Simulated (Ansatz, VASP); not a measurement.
# Cross-check of PRuO between VASP and Ansatz, part 2 of 2

One calculation is typed for both programs; each brings its own data sets and cutoff. How far apart do they land? The cell is invented: As first built, before any earlier steps moved the atoms (in the runner's words): it takes the NbNO structure with some of its atoms replaced by other elements, volume scaled by an estimate. It may not be a known or stable phase. The cell is taken from a series of VASP runs on this material, whose earlier steps may have relaxed, scaled or displaced it; both programs get it as it stands.

VASP 6.6.1 and Ansatz 0.2.0.

So far: Starting point; VASP: relaxation of cell and atoms, PBE.

### Step 3. Ansatz: relaxation of cell and atoms, PBE

Level of this step: Ansatz beside VASP: Kohn-Sham DFT, plane waves, PBE (Ansatz).

Ansatz runs on its default PAW (the set named soft_2) files.

The same cell, functional, mesh and smearing now go to Ansatz, which takes its cutoff from its data sets.

input.yaml reads:

```yaml
crystal:
  lattice:
    - [-1.8388784948, 1.8388784948, 7.5485750621]
    - [1.8388784948, -1.8388784948, 7.5485750621]
    - [1.8388784948, 1.8388784948, -7.5485750621]
  atoms:
    - { symbol: Ru, position: [0.2776659269, 0.2776659269, 0.0] }
    - { symbol: Ru, position: [0.0276659269, 0.5276659269, 0.5] }
    - { symbol: P, position: [0.186859627, 0.686859627, 0.5] }
    - { symbol: P, position: [0.436859627, 0.436859627, 0.0] }
    - { symbol: O, position: [0.0354704461, 0.0354704461, 0.0] }
    - { symbol: O, position: [0.7854704461, 0.2854704461, 0.5] }
hamiltonian:
  xc: pbe
  pseudopotentials: { kind: paw }
kpoints:
  mp_grid: { grid: [6, 6, 6] }
scf:
  occupations: { method: gaussian, width: 0.05 }
relax:
  f_tol: 0.01
  max_steps: 60
  cell: { stress_tol: 0.05 }
output:
  forces: true
  stress: true
```

Command:

```bash
$ ansatz run input.yaml --threads 4 --pin off --max-ram 9216MiB --backend cpu --events-out ev --progress --plain --runs-dir out
```

Numbers of over 12 decimals in the logs are rounded to 6 here.

Output:

```text
basis.fft_grid_basis auto: the FFT boxes are laid along the combinations [[1, 0, 1], [0, 1, 1], [0, 0, 1]] of the cell's own vectors, 3.678, 3.678 and 7.984 Å long. The dense box has 25×25×54 points. Along the cell's own vectors, as sized, it would have 54×54×54, 4.67 times as many. Of the 8 symmetry operations that the crystal satisfies within crystal.symmetry.tolerance (time reversal apart; of a slab, those that ke [...]
Engine: ansatz 0.2.0, aarch64-unknown-linux-gnu
Pseudopotentials: kind: paw
Pseudopotential: Ru, paw, valence charge 16, recommended cutoff 420 eV (normal), Ru.paw.azcp
Pseudopotential: P, paw, valence charge 5, recommended cutoff 420 eV (normal), P.paw.azcp
Pseudopotential: O, paw, valence charge 6, recommended cutoff 420 eV (normal), O.paw.azcp
Functional definition: PBE
  parameter kappa = 0.804
  parameter beta = 0.066725
  exchange = pbe_x(kappa = kappa, mu = beta*pi^2/3)
  correlation = pbe_c(beta = beta)
Crystal: 6 atoms, lattice volume = 102.101 Å³
Basis set: ecut = 420 eV, 1973 PW (Γ), FFT grids on a1+a3, a2+a3, a3, exchange–correlation on 50×50×108 points (8 copies of the dense FFT grid, shifted against one another)
Bands: 33, of which v1, the nominal top of the filled ones, is band 27 counted from 1 (26 counted from 0)
Symmetry: 8 space group operations
Space group: I41md (ITA 109), of the structure as read, at distance tolerance 4.7e-5 Å
k-points: 30 of 216 (time reversal used)
Non-local potential: Ru, projectors of the file, l = 0: 3, l = 1: 2, l = 2: 2, l = 3: 1
Non-local potential: P, projectors of the file, l = 0: 2, l = 1: 2, l = 2: 2
Non-local potential: O, projectors of the file, l = 0: 2, l = 1: 2, l = 2: 1
PAW form: soft (Blöchl's): semilocal exchange-correlation on the pseudo side does not see the compensation charge
PAW one-centre angular grid: Ru, 590 points (default); XC on 64 Gauss nodes
PAW one-centre angular grid: P, 110 points (default); XC on 64 Gauss nodes
PAW one-centre angular grid: O, 110 points (default); XC on 64 Gauss nodes
Initial density: superposition of atomic densities (neutral atoms: chi_scale 0, normalization atom), corrected by the library's trained network
Initial wavefunctions: pseudopotential atomic-orbital guess
Functional: x = pbe(κ = 0.804, μ = 0.219515), c = pbe(β = 0.066725)
SCF iter   1: F=—  HF=-14400.628961 eV  |F-HF|=—  |Δ(HF+E_count)|=         —  Δρ=1.51e-2  dr2=3.10e-1  ethr=1.77e-3  ⟨swp⟩=7.4  Hψ=4431  notcnv=0
preconditioner: auto → LDOS  [metal: Δε(μ)=0.009 eV  Ē_g=7.762 eV  σ=0.050 eV  W_gap=0.10  n_scr=24 (ndim 8)  ℏωp=22.7 eV  f_vac=0.071  D(μ)=4.95/eV (n_scr^D=50)  β→1.0]
SCF iter   2: F=—  HF=-14400.582017 eV  |F-HF|=—  |Δ(HF+E_count)|=   4.69e-2  Δρ=5.99e-3  dr2=2.37e-2  ethr=5.73e-4  ⟨swp⟩=3.1  Hψ=2035  notcnv=0  defer=36
SCF iter   3: F=—  HF=-14400.577851 eV  |F-HF|=—  |Δ(HF+E_count)|=   4.17e-3  Δρ=1.95e-3  dr2=5.22e-3  ethr=4.39e-5  ⟨swp⟩=2.2  Hψ=1908  notcnv=0  defer=36
SCF iter   4: F=—  HF=-14400.576969 eV  |F-HF|=—  |Δ(HF+E_count)|=   8.82e-4  Δρ=6.45e-4  dr2=5.00e-4  ethr=9.66e-6  ⟨swp⟩=2.5  Hψ=1614  notcnv=0  defer=36
SCF iter   5: F=—  HF=-14400.576905 eV  |F-HF|=—  |Δ(HF+E_count)|=   6.40e-5  Δρ=2.56e-4  dr2=7.00e-5  ethr=9.25e-7  ⟨swp⟩=2.7  Hψ=1751  notcnv=0  defer=36
SCF iter   6: F=—  HF=-14400.576925 eV  |F-HF|=—  |Δ(HF+E_count)|=   2.08e-5  Δρ=8.82e-5  dr2=7.06e-6  ethr=1.30e-7  ⟨swp⟩=2.3  Hψ=1325  notcnv=0  defer=36
SCF iter   7: F=—  HF=-14400.576925 eV  |F-HF|=—  |Δ(HF+E_count)|=   1.45e-7  Δρ=2.04e-5  dr2=4.31e-7  ethr=1.31e-8  ⟨swp⟩=2.6  Hψ=1539  notcnv=0  defer=36
SCF iter   8: F=-14400.576925 eV  HF=-14400.576925 eV  |F-HF|=3.49e-9  |Δ(HF+E_count)|=   2.69e-8  Δρ=3.62e-6  dr2=1.03e-8  ethr=1.85e-10  ⟨swp⟩=5.0  Hψ=3960  notcnv=0
SCF 1 converged in 8 iterations: F = -14400.576925 eV  dr2 = 1.03e-8
  greatest PAW one-centre occupation: 0.998 electrons in one spin orbital (limit 2), on the Ru atom at site 1 (counted from 0), in its partial waves of l = 0
relax step   1: F+E_penalty+E_count = -14400.57692531 eV  Δ(F+E_penalty+E_count) = +0.000e0 eV  max|allowed force component| = 6.287e-2 eV/Å  Δτ_max = 0.0000 Å  P = +1.860 GPa  Ω = 102.101 Å³  (8 SCF iters, dr2 threshold 1.00e-7 eV, accepted)
[... from here on, the SCF cycles and remarks between the steps are left out ...]
relax step   2: F+E_penalty+E_count = -14400.60904928 eV  Δ(F+E_penalty+E_count) = -3.212e-2 eV  max|allowed force component| = 9.961e-2 eV/Å  Δτ_max = 0.0080 Å  P = -0.005 GPa  Ω = 103.633 Å³  energy of the carried Pulay correction = -2.472e-3 eV  (5 SCF iters, dr2 threshold 6.00e-7 eV, accepted)
relax step   3: F+E_penalty+E_count = -14400.61915820 eV  Δ(F+E_penalty+E_count) = -1.011e-2 eV  max|allowed force component| = 7.904e-2 eV/Å  Δτ_max = 0.0054 Å  P = +0.065 GPa  Ω = 103.958 Å³  energy of the carried Pulay correction = -2.991e-3 eV  (5 SCF iters, dr2 threshold 6.00e-7 eV, accepted)
relax step   4: F+E_penalty+E_count = -14400.61945431 eV  Δ(F+E_penalty+E_count) = -2.961e-4 eV  max|allowed force component| = 1.723e-2 eV/Å  Δτ_max = 0.0046 Å  P = -0.062 GPa  Ω = 104.171 Å³  energy of the carried Pulay correction = -3.331e-3 eV  (4 SCF iters, dr2 threshold 3.90e-7 eV, accepted)
relax step   5: F+E_penalty+E_count = -14400.61957084 eV  Δ(F+E_penalty+E_count) = -1.165e-4 eV  max|allowed force component| = 1.608e-3 eV/Å  Δτ_max = 0.0013 Å  P = -0.004 GPa  Ω = 104.127 Å³  energy of the carried Pulay correction = -3.260e-3 eV  (4 SCF iters, dr2 threshold 1.85e-8 eV, accepted)
relax step   6: F+E_penalty+E_count = -14400.62498362 eV  Δ(F+E_penalty+E_count) = -5.413e-3 eV  max|allowed force component| = 1.575e-3 eV/Å  Δτ_max = 0.0000 Å  P = +0.077 GPa  Ω = 104.127 Å³  stress off target by 2.00e-1 GPa  SCF on the basis re-selected at this cell (its energy is not comparable with the rows above)  (6 SCF iters)
relax step   7: F+E_penalty+E_count = -14400.62491864 eV  Δ(F+E_penalty+E_count) = +6.498e-5 eV  max|allowed force component| = 6.034e-4 eV/Å  Δτ_max = 0.0003 Å  P = +0.003 GPa  Ω = 104.229 Å³  energy of the carried Pulay correction = -1.682e-4 eV  (4 SCF iters, dr2 threshold 1.00e-7 eV, accepted)
relax step   8: F+E_penalty+E_count = -14400.62502198 eV  Δ(F+E_penalty+E_count) = -1.033e-4 eV  max|allowed force component| = 5.804e-4 eV/Å  Δτ_max = 0.0000 Å  P = +0.004 GPa  Ω = 104.229 Å³  stress off target by 1.57e-2 GPa  SCF on the basis re-selected at this cell (its energy is not comparable with the rows above)  (5 SCF iters)
basis re-selected at this cell: Δ(F+E_penalty+E_count) = -1.033e-4 eV, ΔP = +0.001 GPa vs the last step (what re-selecting the basis moved, of the pressure what is left beyond the Pulay correction that the steps carried, after the strain that the cell walked since its last selection, with what the two solves' SCF thresholds leave and, on support functions, any second-order correction that the steps lacked; it is no m [...]
SCF converged after 5 iterations
Free energy (F): -14400.625022 eV
Harris-Foulkes:  -14400.625022 eV  (|F-HF|=3.64e-12)
Internal energy: -14400.621324 eV  (E = F + TS)
E sigma→0 (E₀):  -14400.623173 eV
Entropy (-TS):   -0.003698 eV (-0.616 meV/atom)
Fermi energy:    8.788986 eV
--- Per-component energies (eV) ---
  E_band       = -586.282042
  E_kinetic    = 1508.177534
  E_local      = -5949.234203  (includes V_loc(G=0)·N_el)
  E_nonlocal   = 849.767857
  E_hartree    = 2156.037106
  E_xc         = -644.653538
  E_vxc        = -778.900431  (∫ρ·V_xc dr)
  E_paw        = -8375.195629  (= ΣΔE_a)
  E_vpaw       = -528.171648  (= ΣTr[D̂ρ^β])
  E_aug_tail   = 0.004379  (compensation charges beyond the density's cutoff)
  E_ewald      = -3945.524831
  E_smearing   = -0.003698  (= −TS)
  E_closure    = 0.000000  (closes the sum)
  Σ components = -14400.625022   (vs F -14400.625022, Δ=0.00e0)
--- Forces (eV/Å), atoms counted from 1 ---
  atom   1  Ru     0.00000000     0.00000000     0.00058015
  atom   2  Ru    -0.00000000     0.00000000     0.00058015
  atom   3  P      0.00000000     0.00000000    -0.00010020
  atom   4  P     -0.00000000     0.00000000    -0.00010020
  atom   5  O      0.00000000     0.00000000    -0.00048080
  atom   6  O      0.00000000    -0.00000000    -0.00048080
  max |Σ_I F_I| component: 1.72e-6 eV/Å
--- Stress (GPa, compression-positive) ---
       -0.002424       0.000000       0.000000
        0.000000      -0.002424       0.000000
        0.000000       0.000000       0.015748
  P = ⅓ Tr σ = 0.0036 GPa (0.036 kbar)
--- Relaxed structure (6 steps of the walk, 6 accepted, 2 SCFs on fresh bases) ---
  F+E_penalty+E_count = -14400.62502198 eV   max|allowed force component| = 5.804e-4 eV/Å   (the final SCF, on the basis selected at the relaxed cell)
  cell:  # Å, volume = 104.2290 Å³
    - [-1.825950, 1.825950, 7.815394]
    - [1.825950, -1.825950, 7.815394]
    - [1.825950, 1.825950, -7.815394]
  atoms:
    - { symbol: Ru, position: [0.277353, 0.277353, 6.953044568144138e-18] }
    - { symbol: Ru, position: [0.027353, 0.527353, 0.500000] }
    - { symbol: P, position: [0.186360, 0.686360, 0.5] }
    - { symbol: P, position: [0.436360, 0.436360, 1.0934141660681613e-17] }
    - { symbol: O, position: [0.036283, 0.036283, 1.5905725971213634e-18] }
    - { symbol: O, position: [0.786283, 0.286283, 0.5] }
```

Wall time 28 s (4 threads of Arm Neoverse N1, shared host); peak memory 0.41 GiB.

### Step 4. Comparison

Known differences besides the potentials themselves: both relaxations stop at a tolerance, which leaves soft axes loose, and VASP keeps its plane-wave basis; the data sets hold 54 valence electrons in Ansatz (default PAW (the set named soft_2) files) and 38 in VASP; the cutoff is 420 eV in Ansatz and 520 eV in VASP; VASP leaves aspherical gradient terms in its spheres out (LASPH is not set), Ansatz keeps them; Ansatz adds a Pulay correction to the stress that steers its cell, VASP none. Total energies have different zeros and are not compared.

Both answers:

| quantity | Ansatz | VASP | difference |
| --- | --- | --- | --- |
| volume (Å³) | 104.23 | 104.01 | +0.21 % |
| edge a after relaxation, in the typed setting (Å) | 8.231 | 8.222 | +0.11 % |

The walks stopped with 0.00 GPa left in Ansatz and 0.00 GPa in VASP; each walk ends within a tolerance, so the volume difference is uncertain by about these residues over the bulk modulus, most in soft cells.

### Step 5. Summary of results

```json
{
 "difference in volume (relaxation of cell and atoms, PBE)": "0.21 %"
}
```

**Reading.** The difference in volume is 0.21 % (relaxation of cell and atoms, PBE), within the 1.2 % picked in this series as the mark of a large difference, as far as the stopping tolerances let one tell. Such differences can come from data sets, numerical settings and the points named under the comparisons, not from the functional's error against experiment.

[Lines on the potential files, build, host, timing and source positions are cut from VASP's logs without a mark.]

[Logs are printed without paths, hosts, clocks, repeated set-up lines and the standing remarks that a program may print on its own settings, such as how far it seeks lower states.]

[Hosts, paths, dates, database ids (printed as entryN), source tags and the programs' standing remarks are cut or masked in the printed files.]
